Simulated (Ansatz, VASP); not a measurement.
# Cross-check of Zr (Zirconium) between VASP and Ansatz

Wanted: the spread between two codes on one cell, functional and k mesh. The cell is taken from a series of runs on this material, whose earlier steps may have relaxed, scaled, displaced or heated it; both programs get it as it stands.

Program: Ansatz 0.2.0. Level of theory: plane waves, with VASP 6.6.1 beside it; zone-centre phonons at PBEsol. Results are calculated unless marked as measured.

## Step 1: The starting structure

Symmetry: P6_3/mmc, No. 194, hexagonal system. Conventional cell: a = 3.216 Å, b = 3.216 Å, c = 5.077 Å, α = 90.00°, β = 90.00°, γ = 120.00°. Zr has 12 Zr at 3.15 to 3.22 Å nearest.

## Step 2: VASP: zone-centre phonons, PBEsol, pair 1

Second derivatives magnify differences that forces hide, and they need a tight electronic threshold.

Lines of VASP's logs that name or quote its potential files are left out, and so is its time.

Input file INCAR:

```
SYSTEM = Zr
PREC = Accurate
ENCUT = 500
EDIFF = 1E-08
NELM = 120
ISMEAR = 1
SIGMA = 0.2
LREAL = .FALSE.
ALGO = Normal
GGA = PS
NBANDS = 18
LASPH = .TRUE.
LORBIT = 11
LWAVE = .FALSE.
LCHARG = .FALSE.
ISIF = 2
IBRION = 8
GGA_COMPAT = .FALSE.
KPAR = 2
```

Input file POSCAR:

```
Zr
1.0
    3.2155302100      0.0000000000      0.0000000000
   -1.6077651050      2.7847308485      0.0000000000
    0.0000000000      0.0000000000      5.0772673224
Zr
2
Direct
    0.3333333334      0.6666666668      0.2500000000
    0.6666666668      0.3333333334      0.7500000000
```

Input file KPOINTS:

```
Automatic mesh
0
Gamma
15 15 8
0 0 0
```

PAW data sets: Zr_sv (PBE family, release 64).

The run is started by

```
> mpirun -np 2 vasp_std
```

Numbers of over 12 decimals in the logs are rounded to 6 here.

The log of the run:

```text
[banner, memory and clock lines left out]
running    2 mpi-ranks, on    1 nodes
 distrk:  each k-point on    1 cores,    2 groups
 distr:  one band on    1 cores,    1 groups

 POSCAR found type information on POSCAR Zr
 POSCAR found :  1 types and       2 ions
|                                                                             |
|               ----> ADVICE to this user running VASP <----                  |
|                                                                             |
|     You enforced a specific xc type in the INCAR file but a different       |
|     [... a line on the potential file left out ...]
|     I HOPE YOU KNOW WHAT YOU ARE DOING!                                     |
|                                                                             |

 LDA part: xc-table for (Slater+PW92), standard interpolation
 POSCAR, INCAR and KPOINTS ok, starting setup
 FFT: planning ... GRIDC
 FFT: planning ... GRID_SOFT
 FFT: planning ... GRID
 WAVECAR not read
 entering main loop
       N       E                     dE             d eps       ncg     rms          rms(c)
DAV:   1     0.209519783029E+03    0.20952E+03   -0.13134E+04  4868   0.129E+03
DAV:   2    -0.331970522985E+01   -0.21284E+03   -0.20943E+03  5768   0.377E+02
DAV:   3    -0.186037467930E+02   -0.15284E+02   -0.15150E+02  8822   0.724E+01
DAV:   4    -0.189546246988E+02   -0.35088E+00   -0.35044E+00  5738   0.116E+01
DAV:   5    -0.189652138177E+02   -0.10589E-01   -0.10585E-01  7318   0.138E+00    0.157E+01
DAV:   6    -0.182895966001E+02    0.67562E+00   -0.10179E+00  5232   0.786E+00    0.627E+00
DAV:   7    -0.181531712518E+02    0.13643E+00   -0.66757E-01  7088   0.546E+00    0.116E+00
DAV:   8    -0.181569847023E+02   -0.38135E-02   -0.36573E-02  6324   0.155E+00    0.290E-01
DAV:   9    -0.181572776720E+02   -0.29297E-03   -0.17536E-03  6234   0.391E-01    0.274E-02
DAV:  10    -0.181572518770E+02    0.25795E-04   -0.53253E-05  7102   0.427E-02    0.241E-02
DAV:  11    -0.181572521279E+02   -0.25090E-06   -0.10100E-05  5450   0.371E-02    0.230E-03
DAV:  12    -0.181572521767E+02   -0.48860E-07   -0.36329E-07  6618   0.418E-03    0.225E-03
DAV:  13    -0.181572519512E+02    0.22556E-06   -0.42482E-08  4934   0.160E-03    0.671E-04
DAV:  14    -0.181572519197E+02    0.31450E-07   -0.45931E-09  3010   0.823E-04    0.253E-04
DAV:  15    -0.181572519238E+02   -0.41055E-08   -0.12589E-09  2876   0.401E-04
   1 F= -.18157252E+02 E0= -.18157885E+02  d E =0.189782E-02
 Linear response reoptimize wavefunctions to high precision
DAV:   1    -0.181572519251E+02   -0.12519E-08   -0.49118E-10  3008   0.251E-04
DAV:   2    -0.181572519251E+02   -0.30923E-10   -0.15615E-10  2820   0.107E-04
 Linear response DOF=           2
 Linear response progress:
  Degree of freedom:   1/  2
       N       E                     dE             d eps       ncg     rms          rms(c)
RMM:   1    -0.675845085150E+00   -0.67585E+00    0.27589E+00 21885   0.133E+01
RMM:   2    -0.627759357770E+00    0.48086E-01   -0.23696E-01 32814   0.269E+00    0.242E-01
RMM:   3    -0.629197494224E+00   -0.14381E-02   -0.37924E-02 40216   0.964E-01    0.790E-02
RMM:   4    -0.631468278900E+00   -0.22708E-02   -0.50788E-03 48888   0.356E-01    0.258E-02
RMM:   5    -0.632084563533E+00   -0.61628E-03   -0.95621E-04 48345   0.153E-01    0.180E-02
RMM:   6    -0.632136080210E+00   -0.51517E-04   -0.22536E-04 52006   0.657E-02    0.191E-02
RMM:   7    -0.632063229208E+00    0.72851E-04   -0.78152E-05 48492   0.404E-02    0.594E-03
RMM:   8    -0.631990667602E+00    0.72562E-04   -0.22821E-05 51625   0.180E-02    0.987E-03
RMM:   9    -0.631982269839E+00    0.83978E-05   -0.10622E-05 51167   0.110E-02    0.594E-03
RMM:  10    -0.631972281809E+00    0.99880E-05   -0.44927E-06 49824   0.780E-03    0.187E-03
RMM:  11    -0.631971655244E+00    0.62656E-06   -0.37888E-06 53005   0.467E-03    0.914E-04
RMM:  12    -0.631975613517E+00   -0.39583E-05   -0.15477E-06 51930   0.339E-03    0.311E-04
RMM:  13    -0.631975613437E+00    0.80161E-10   -0.75141E-07 53075   0.228E-03    0.104E-04
RMM:  14    -0.631975699878E+00   -0.86442E-07    0.29898E-08 53552   0.166E-03    0.141E-04
RMM:  15    -0.631975599036E+00    0.10084E-06    0.50070E-07 52767   0.132E-03    0.227E-04
RMM:  16    -0.631975614582E+00   -0.15546E-07    0.62696E-07 53412   0.107E-03    0.231E-04
RMM:  17    -0.631975568533E+00    0.46049E-07    0.71812E-07 52934   0.907E-04    0.231E-04
RMM:  18    -0.631975496735E+00    0.71799E-07    0.76261E-07 52859   0.787E-04    0.235E-04
 first order change of Fermi-energy   0.23393E-04
 force on displaced ion       1 direction 1 :  -0.795  -0.000   0.000
 Linear response progress:
  Degree of freedom:   2/  2
       N       E                     dE             d eps       ncg     rms          rms(c)
RMM:   1    -0.788630063041E+00   -0.78863E+00    0.29676E+00  7566   0.135E+01
RMM:   2    -0.738895221220E+00    0.49735E-01   -0.26066E-01 11162   0.275E+00    0.258E-01
RMM:   3    -0.742157546190E+00   -0.32623E-02   -0.45418E-02 13647   0.989E-01    0.888E-02
RMM:   4    -0.744902884911E+00   -0.27453E-02   -0.60921E-03 15461   0.361E-01    0.325E-02
RMM:   5    -0.745166871882E+00   -0.26399E-03   -0.78362E-04 16370   0.153E-01    0.206E-02
RMM:   6    -0.745058683145E+00    0.10819E-03    0.51859E-04 16885   0.684E-02    0.155E-02
RMM:   7    -0.744966536537E+00    0.92147E-04    0.86810E-05 16815   0.379E-02    0.556E-03
RMM:   8    -0.744973519296E+00   -0.69828E-05   -0.77763E-05 16766   0.203E-02    0.134E-03
RMM:   9    -0.744952728528E+00    0.20791E-04   -0.14232E-05 17565   0.113E-02    0.321E-04
RMM:  10    -0.744953151994E+00   -0.42347E-06   -0.11148E-05 17774   0.642E-03    0.271E-04
RMM:  11    -0.744954923618E+00   -0.17716E-05   -0.15138E-05 17632   0.398E-03    0.155E-04
RMM:  12    -0.744956892111E+00   -0.19685E-05   -0.11071E-05 17156   0.295E-03    0.651E-05
RMM:  13    -0.744956543862E+00    0.34825E-06   -0.59606E-06 17753   0.216E-03    0.403E-05
RMM:  14    -0.744956434669E+00    0.10919E-06    0.28789E-06 17049   0.170E-03    0.141E-05
[...]
RMM:  35    -0.744958110913E+00    0.13177E-07    0.43390E-06 12908   0.265E-04    0.141E-06
RMM:  36    -0.744958111512E+00   -0.59894E-09    0.43936E-06 12266   0.262E-04    0.172E-06
RMM:  37    -0.744958106780E+00    0.47321E-08    0.44000E-06 12201   0.259E-04    0.221E-06
RMM:  38    -0.744958107363E+00   -0.58355E-09    0.44653E-06 12000   0.256E-04    0.241E-06
RMM:  39    -0.744958105613E+00    0.17507E-08    0.44256E-06 11961   0.254E-04    0.273E-06
RMM:  40    -0.744958102812E+00    0.28002E-08    0.45408E-06 11898   0.252E-04    0.276E-06
RMM:  41    -0.744958102381E+00    0.43109E-09    0.44702E-06 11784   0.251E-04    0.293E-06
RMM:  42    -0.744958095614E+00    0.67678E-08    0.46373E-06 11575   0.250E-04    0.302E-06
 first order change of Fermi-energy  -0.13600E-03
 force on displaced ion       1 direction 3 :   0.000   0.000  -4.410
 Linear response finished
```

Parts of OUTCAR (step 2):

```text
ion  position               nearest neighbor table
   1  0.333  0.667  0.250-   2 3.15   2 3.15   2 3.15   2 3.15   2 3.15   2 3.15
   2  0.667  0.333  0.750-   1 3.15   1 3.15   1 3.15   1 3.15   1 3.15   1 3.15

  LATTYP: Found a hexagonal cell.
 ALAT       =     3.2155302100
 C/A-ratio  =     1.5789829331

 Subroutine GETGRP returns: Found 24 space group operations
 (whereof 12 operations were pure point group operations)

The static configuration has the point symmetry D_3d.
 The point group associated with its full space group is D_6h.

 Found    135 irreducible k-points:

   k-points           NKPTS =    135   k-points in BZ     NKDIM =    135   number of bands    NBANDS=     18

   dimension x,y,z NGX =    24 NGY =   24 NGZ =   40
   dimension x,y,z NGXF=    48 NGYF=   48 NGZF=   80

   ENCUT  =  500.0 eV  36.75 Ry    6.06 a.u.   5.86  5.86  9.26*2*pi/ulx,y,z

   NELECT =      24.0000    total number of electrons

 k-points in reciprocal lattice and weights: Automatic mesh
   0.00000000  0.00000000  0.00000000       0.001
   0.06666667  0.00000000  0.00000000       0.003
   0.13333333  0.00000000  0.00000000       0.003
   0.20000000 -0.00000000  0.00000000       0.003
   0.26666667  0.00000000  0.00000000       0.003
   0.33333333  0.00000000  0.00000000       0.003
   0.40000000 -0.00000000  0.00000000       0.003
   0.46666667  0.00000000  0.00000000       0.003
   0.06666667  0.06666667  0.00000000       0.003
[...]
0.33333333  0.26666667  0.50000000       0.007
   0.33333333  0.33333333  0.50000000       0.001

 average (electrostatic) potential at core
       1 -74.1164       2 -74.1164

  Total       -0.4261043     -0.4261043      0.0107465     -0.0000000     -0.0000000      0.0000000
  in kB      -15.0162215    -15.0162215      0.3787135     -0.0000000     -0.0000000      0.0000000
  external PRESSURE =      -9.8845765 kB  Pullay stress =       0.0000000 kB

  energy-cutoff  :      500.00
  volume of cell :       45.46
      direct lattice vectors                 reciprocal lattice vectors
     3.215530210  0.000000000  0.000000000     0.310990703  0.179550566  0.000000000
    -1.607765105  2.784730849  0.000000000     0.000000000  0.359101132  0.000000000
     0.000000000  0.000000000  5.077267322     0.000000000  0.000000000  0.196956342

 POSITION                                       TOTAL-FORCE (eV/Angst)
 -----------------------------------------------------------------------------------
      0.00000      1.85649      1.26932        -0.000000     -0.000000      0.000000
      1.60777      0.92824      3.80795         0.000000      0.000000      0.000000
 -----------------------------------------------------------------------------------
    total drift:                               -0.000000     -0.000000      0.000000

 Eigenvectors and eigenvalues of the dynamical matrix
 ----------------------------------------------------

   1 f  =    4.860856 THz    30.541656 2PiTHz  162.140688 cm-1    20.102874 meV
             X         Y         Z           dx          dy          dz
      0.000000  1.856487  1.269317    -0.000000    0.000000    0.707107
      1.607765  0.928244  3.807950     0.000000   -0.000000   -0.707107

   2 f  =    2.064380 THz    12.970881 2PiTHz   68.860299 cm-1     8.537585 meV
             X         Y         Z           dx          dy          dz
      0.000000  1.856487  1.269317    -0.000013    0.707107    0.000000
      1.607765  0.928244  3.807950     0.000013   -0.707107    0.000000

   3 f  =    2.064380 THz    12.970881 2PiTHz   68.860299 cm-1     8.537585 meV
             X         Y         Z           dx          dy          dz
      0.000000  1.856487  1.269317    -0.707107   -0.000013   -0.000000
      1.607765  0.928244  3.807950     0.707107    0.000013   -0.000000

   4 f  =    0.000000 THz     0.000000 2PiTHz    0.000000 cm-1     0.000000 meV
             X         Y         Z           dx          dy          dz
      0.000000  1.856487  1.269317     0.022108    0.282744   -0.647740
      1.607765  0.928244  3.807950     0.022108    0.282744   -0.647740

   5 f/i=    0.000000 THz     0.000000 2PiTHz    0.000001 cm-1     0.000000 meV
             X         Y         Z           dx          dy          dz
      0.000000  1.856487  1.269317    -0.086970   -0.642043   -0.283226
      1.607765  0.928244  3.807950    -0.086970   -0.642043   -0.283226

   6 f/i=    0.000000 THz     0.000000 2PiTHz    0.000002 cm-1     0.000000 meV
             X         Y         Z           dx          dy          dz
      0.000000  1.856487  1.269317    -0.701390    0.088524    0.014702
      1.607765  0.928244  3.807950    -0.701390    0.088524    0.014702

 ELASTIC MODULI CONTR FROM IONIC RELAXATION (kBar)
 Direction    XX          YY          ZZ          XY          YZ          ZX
 --------------------------------------------------------------------------------
 XX         -73.5692     73.5692      0.0000      0.0000      0.0000      0.0000
 YY          73.5692    -73.5692     -0.0000     -0.0000      0.0000      0.0000
 ZZ           0.0000     -0.0000     -0.0000     -0.0000      0.0000      0.0000
 XY           0.0000     -0.0000     -0.0000    -73.5692      0.0000      0.0000
 YZ           0.0000      0.0000      0.0000      0.0000      0.0000      0.0000
 ZX           0.0000      0.0000      0.0000      0.0000      0.0000      0.0000
 --------------------------------------------------------------------------------
```

## Step 3: Ansatz: zone-centre phonons, PBEsol, pair 1

Ansatz runs on its PAW soft_1 files.

The same cell, functional, mesh and smearing now go to Ansatz, which takes its cutoff from its data sets.

Input file input.yaml:

```yaml
crystal:
  lattice:
    - [3.21553021, 0.0, 0.0]
    - [-1.607765105, 2.7847308485, 0.0]
    - [0.0, 0.0, 5.0772673224]
  atoms:
    - { symbol: Zr, position: [0.3333333333, 0.6666666667, 0.25] }
    - { symbol: Zr, position: [0.6666666667, 0.3333333333, 0.75] }
kpoints:
  mp_grid: { grid: [15, 15, 8] }
hamiltonian:
  xc: pbesol
  pseudopotentials: { kind: paw, azcp: { folder: soft_1 }, xc_functional: pbe }
scf:
  occupations: { method: methfessel_paxton, width: 0.2 }
output:
  eigenvalues: true
phonons:
  method: dfpt
```

The run is started by

```
> ansatz run input.yaml --threads 4 --pin off --max-ram 10240MiB --backend cpu --events-out ev --progress --plain --runs-dir out
```

The log of the run:

```text
zone centre: on kpoints.mp_grid the ground state, and the responses unless they are solved on pairs of k-points, stand on 320 of the mesh's 1800 k-points, reduced under 4 symmetry operations, with k and −k counted as one. Each operation leaves every solved displacement unchanged or reverses it
Engine: ansatz 0.2.0, aarch64-unknown-linux-gnu
Pseudopotentials: kind: paw
Pseudopotential: Zr, paw, valence charge 12, recommended cutoff 420 eV (normal), soft_1/Zr.paw.azcp
Functional definition: PBEsol
  exchange = pbesol_x
  correlation = pbesol_c
Crystal: 2 atoms, lattice volume = 45.464 Å³
Basis set: ecut = 420 eV, 881 PW (Γ), exchange–correlation on 48×48×72 points (8 copies of the dense FFT grid, shifted against one another)
Bands: 16, of which v1, the nominal top of the filled ones, is band 12 counted from 1 (11 counted from 0)
Symmetry: 24 space group operations
k-points: 320 of 1800 (irreducible under 4 space group operations, time reversal used)
Non-local potential: Zr, projectors of the file, l = 0: 3, l = 1: 2, l = 2: 2, l = 3: 1
PAW form: soft (Blöchl's): semilocal exchange-correlation on the pseudo side does not see the compensation charge
PAW frozen core: Zr, regenerated for the run's functional, and the local potential with it (the file was generated under x = pbe(κ = 0.804, μ = 0.219515), c = pbe(β = 0.066725))
PAW one-centre angular grid: Zr, 590 points (default); XC on 64 Gauss nodes
Initial density: superposition of atomic densities (chi_scale 0.1, normalization cell)
Initial wavefunctions: pseudopotential atomic-orbital guess
Functional: x = pbesol(κ = 0.804, μ = 0.123457), c = pbesol(β = 0.046)
SCF iter   1: F=—  HF=-8257.515477 eV  |F-HF|=—  |Δ(HF+E_count)|=         —  Δρ=3.03e-2  dr2=5.35e-1  ethr=3.10e-3  ⟨swp⟩=5.1  Hψ=47078  notcnv=0
automatic band count: the SCF goes on with 20 bands, as 16 were too few: they end inside the smearing window of the response
preconditioner: auto → none  [metal: Δε(μ)=0.002 eV  Ē_g=5.253 eV  σ=0.200 eV  W_gap=0.01  n_scr=8 (ndim 8)  ℏωp=15.6 eV  f_vac=0.000  D(μ)=1.83/eV (n_scr^D=22)  sad-step TF]
SCF iter   2: F=—  HF=-8257.387727 eV  |F-HF|=—  |Δ(HF+E_count)|=   1.28e-1  S|Δr|=    0.00e0  Δρ=1.93e-2  dr2=2.13e-1  ethr=2.23e-3  ⟨swp⟩=1.3  Hψ=9106  notcnv=0  defer=4
SCF iter   3: F=—  HF=-8257.311579 eV  |F-HF|=—  |Δ(HF+E_count)|=   7.61e-2  S|Δr|=    0.00e0  Δρ=1.01e-3  dr2=3.99e-4  ethr=8.87e-4  ⟨swp⟩=3.0  Hψ=11616  notcnv=0  defer=4
SCF iter   4: F=—  HF=-8257.311554 eV  |F-HF|=—  |Δ(HF+E_count)|=   2.54e-5  S|Δr|=    0.00e0  Δρ=1.97e-4  dr2=6.38e-6  ethr=1.66e-6  ⟨swp⟩=2.0  Hψ=9757  notcnv=0  defer=4
SCF iter   5: F=—  HF=-8257.311557 eV  |F-HF|=—  |Δ(HF+E_count)|=   3.27e-6  S|Δr|=    0.00e0  Δρ=2.85e-5  dr2=1.42e-7  ethr=2.66e-8  ⟨swp⟩=2.1  Hψ=9750  notcnv=0  defer=4
SCF iter   6: F=—  HF=-8257.311557 eV  |F-HF|=—  |Δ(HF+E_count)|=   1.72e-7  S|Δr|=    0.00e0  Δρ=4.34e-6  dr2=7.19e-9  ethr=5.91e-10  ⟨swp⟩=2.1  Hψ=9864  notcnv=0  defer=283
SCF iter   7: F=—  HF=-8257.311557 eV  |F-HF|=—  |Δ(HF+E_count)|=   2.13e-9  S|Δr|=    0.00e0  Δρ=7.76e-7  dr2=1.13e-10  ethr=2.99e-11  ⟨swp⟩=2.5  Hψ=9910  notcnv=0  defer=283
SCF iter   8: F=-8257.311557 eV  HF=-8257.311557 eV  |F-HF|=0.00e0  |Δ(HF+E_count)|=  7.28e-12  S|Δr|=    0.00e0  Δρ=4.45e-8  dr2=2.54e-13  ethr=1.00e-12  ⟨swp⟩=9.9  Hψ=29281  notcnv=0
SCF 1 converged in 8 iterations: F = -8257.311557 eV  dr2 = 2.54e-13
  greatest PAW one-centre occupation: 0.996 electrons in one spin orbital (limit 2), on the Zr atom at site 1 (counted from 0), in its partial waves of l = 0
DFPT response loops at Γ: preconditioner auto → Kerker (q_TF=auto, 2.453 Å⁻¹) (partly filled bands, converged f_vac=0.000); β = 1.00, the filter's whole step (`scf.mixing.beta` (0.50) is not read by the response loops under this deck's `scf.mixing.preconditioner`; to damp them name `kerker` or `kerker_dos`, under which they read `scf.mixing.beta`, and type it under 1.00, their step now; both keys bind the ground state too); Broyden in place of MSR1
SCF converged after 8 iterations
Stability not checked: this state was not tested for a lower state beside it, because cold or Methfessel-Paxton smearing, or corrected tetrahedra, fill the levels in a way that the test cannot read (fill_not_monotonic; see scf.lower_state_search)
Free energy (F): -8257.311557 eV
Harris-Foulkes:  -8257.311557 eV  (|F-HF|=0.00e0)
Internal energy: -8257.313456 eV  (E = F + TS)
E sigma→0 (E₀):  -8257.312031 eV
Entropy (-TS):   0.001899 eV (0.950 meV/atom)
Fermi energy:    14.263398 eV
--- Per-component energies (eV) ---
  E_band       = -186.421401
  E_kinetic    = 631.928684
  E_local      = -1188.619429  (includes V_loc(G=0)·N_el)
  E_nonlocal   = 153.696777
  E_hartree    = 385.797906
  E_xc         = -306.926658
  E_vxc        = -364.277646  (∫ρ·V_xc dr)
  E_paw        = -5819.780471  (= ΣΔE_a)
  E_vpaw       = -190.745554  (= ΣTr[D̂ρ^β])
  E_aug_tail   = -0.000050  (compensation charges beyond the density's cutoff)
  E_ewald      = -2113.741657
  E_core_change = 0.331442  (= ΣΔE_core)
  E_smearing   = 0.001899  (= −TS)
  E_closure    = -0.000000  (closes the sum)
  Σ components = -8257.311557   (vs F -8257.311557, Δ=0.00e0)
--- Band table (eV; the first three rows and the last of 320) ---
  k-point 0: bands = [... 8 lower, 8.5268, 11.1322, 15.0774, 15.0774, 15.3280, 15.5847, 15.8165, 15.8165, ... 4 higher]
  k-point 1: bands = [... 8 lower, 8.6635, 11.1311, 14.9970, 14.9970, 15.2197, 15.3227, 15.7073, 15.7073, ... 4 higher]
  k-point 2: bands = [... 8 lower, 9.0542, 11.0738, 14.7686, 14.8833, 14.8833, 14.9332, 15.4512, 15.4512, ... 4 higher]
  k-point 319: bands = [... 8 lower, 11.9103, 11.9103, 13.5841, 13.5841, 14.2595, 14.2595, 16.0899, 16.0899, ... 4 higher]
--- Phonons (Γ-DFPT): 2 representative perturbations + reference, on 320 of 1800 k-points (Σ response iterations 6) ---
  k mesh reduced under 4 symmetry operations, with k and −k counted as one. Each operation leaves every solved displacement unchanged or reverses it
  ASR residual: 3.007e-5 → 0.000e0 eV/Å²; symmetrization residual: 3.864e-14 eV/Å²
  ASR residual per site (eV/Å²): 3.01e-5 3.01e-5
  Γ frequencies (cm⁻¹): 0.00 0.00 0.00 66.78 66.78 161.81
  non-analytic LO–TO correction: not included (Born effective charges unavailable; polar crystals: no LO–TO splitting at Γ)
```

In the SCF lines HF is the Harris–Foulkes energy and dr2 the Hartree energy of the density residual, in eV; the loop may stop once dr2 is under the threshold and the program's other checks hold. Hψ counts applications of the Hamiltonian.

## Step 4: Side by side

Known differences besides the potentials themselves: the cutoff is 420 eV in Ansatz and 500 eV in VASP; Ansatz makes its cores anew for this functional, VASP keeps those of its PBE data sets. Total energies have different zeros and are not compared.

Compared:

```csv
quantity,Ansatz,VASP,difference
optical mode 1 to 2 (cm⁻¹),66.8,68.9,-3.02 %
optical mode 3 (cm⁻¹),161.8,162.1,-0.20 %
```

Modes are paired by rising frequency, not by their patterns, so a pair may set unlike modes beside each other; they are those without the splitting of longitudinal modes.

(Part 1 of 2 ends here.)

[Lines on the potential files, build, host, timing and source positions are cut from VASP's logs without a mark.]

[Logs are printed without paths, hosts, clocks, repeated set-up lines and the standing remarks that a program may print on its own settings, such as how far it seeks lower states.]

[Hosts, paths, dates, database ids (printed as entryN), source tags and the programs' standing remarks are cut or masked in the printed files.]
